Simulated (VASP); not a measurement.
These are PBE GGA, VASP's PBE PAW potentials (set 64) (plane waves; VASP) values and carry that method's errors.

Input for VASP

File POSCAR:
```
Nb
1.0
 -1.6543052931   1.6543052931   1.6543052931
  1.6543052931  -1.6543052931   1.6543052931
  1.6543052931   1.6543052931  -1.6543052931
Nb
1
Cart
  0.0000000000   0.0000000000   0.0000000000
```

### KPOINTS
```
Automatic mesh
0
Gamma
 17 17 17
0 0 0
```

### INCAR
```
LMAXMIX  =  4   ! l cut-off of mixed one-centre charges
NSW  =  20   ! most ionic steps
SIGMA  =  0.1   ! width (eV)
ALGO  =  Fast   ! Davidson, then RMM-DIIS
LREAL  =  .False.   ! projection in real space or not
NELMIN  =  4
NELM  =  100   ! most electronic steps
LASPH  =  .True.
EDIFFG  =  -0.03   ! ionic stop
GGA  =  PE
ISMEAR  =  1   ! Methfessel-Paxton
ISIF  =  2
ENCUT  =  400
SYSTEM  =  Nb
IBRION  =  2   ! conjugate gradients
LWAVE  =  .False.
EDIFF  =  1E-5
LCHARG  =  .False.
PREC  =  Normal
```

POTCAR, in this order: Nb_sv (PBE.64 set). Program: vasp_std.

What VASP printed:

File OSZICAR:
```
       N       E                     dE             d eps       ncg     rms          rms(c)
DAV:   1     0.906364911750E+02    0.90636E+02   -0.66010E+03  3396   0.106E+03
DAV:   2    -0.676035897255E+01   -0.97397E+02   -0.95130E+02  3664   0.376E+02
DAV:   3    -0.104594743177E+02   -0.36991E+01   -0.35329E+01  4832   0.615E+01
DAV:   4    -0.106330971629E+02   -0.17362E+00   -0.17240E+00  4438   0.124E+01
DAV:   5    -0.106410937257E+02   -0.79966E-02   -0.79829E-02  5034   0.199E+00    0.735E+00
RMM:   6    -0.102355847831E+02    0.40551E+00   -0.54561E-01  3450   0.994E+00    0.256E+00
RMM:   7    -0.102063855126E+02    0.29199E-01   -0.86537E-01  3907   0.797E+00    0.106E+00
RMM:   8    -0.102084739470E+02   -0.20884E-02   -0.69360E-02  3688   0.342E+00    0.540E-01
RMM:   9    -0.102114240701E+02   -0.29501E-02   -0.27131E-02  4175   0.174E+00    0.919E-02
RMM:  10    -0.102121049466E+02   -0.68088E-03   -0.74002E-03  4325   0.778E-01    0.799E-02
RMM:  11    -0.102125236867E+02   -0.41874E-03   -0.35068E-03  4731   0.433E-01    0.160E-01
RMM:  12    -0.102125262306E+02   -0.25439E-05   -0.11232E-03  4521   0.288E-01    0.997E-02
RMM:  13    -0.102125931719E+02   -0.66941E-04   -0.73715E-04  3951   0.178E-01    0.863E-02
RMM:  14    -0.102126261469E+02   -0.32975E-04   -0.30412E-04  3487   0.129E-01    0.888E-02
RMM:  15    -0.102126528739E+02   -0.26727E-04   -0.21347E-04  3320   0.948E-02    0.103E-01
RMM:  16    -0.102126407236E+02    0.12150E-04   -0.12182E-04  3749   0.127E-01    0.407E-02
RMM:  17    -0.102126434801E+02   -0.27565E-05   -0.81150E-05  3359   0.106E-01
   1 F= -.10212643E+02 E0= -.10212834E+02  d E =-.102126E+02
```

### OUTCAR
```
------------------------ aborting loop because EDIFF is reached ----------------------------------------
  FORCE on cell =-STRESS in cart. coord.  units (eV):
  Direction    XX          YY          ZZ          XY          YZ          ZX
  --------------------------------------------------------------------------------------
  Total       -0.1113178     -0.1113178     -0.1113178     -0.0000000     -0.0000000      0.0000000
  in kB       -9.8484562     -9.8484562     -9.8484562     -0.0000000     -0.0000000      0.0000000
  external PRESSURE =      -9.8484562 kB  Pullay stress =       0.0000000 kB
  volume of cell :       18.11
      direct lattice vectors                 reciprocal lattice vectors
    -1.654305293  1.654305293  1.654305293     0.000000000  0.302241673  0.302241673
     1.654305293 -1.654305293  1.654305293     0.302241673  0.000000000  0.302241673
     1.654305293  1.654305293 -1.654305293     0.302241673  0.302241673  0.000000000
 POSITION                                       TOTAL-FORCE (eV/Angst)
 -----------------------------------------------------------------------------------
      0.00000      0.00000      0.00000        -0.000000      0.000000      0.000000
 -----------------------------------------------------------------------------------
    total drift:                                0.000000      0.000000      0.000000
  FREE ENERGIE OF THE ION-ELECTRON SYSTEM (eV)
  ---------------------------------------------------
  free  energy   TOTEN  =       -10.2126434801 eV

  energy  without entropy=      -10.2132145112  energy(sigma->0) =      -10.21283382

 reached required accuracy - stopping structural energy minimisation
```
(Selected blocks of OUTCAR.)

The compound is Nb in the bcc structure. It was relaxed first.
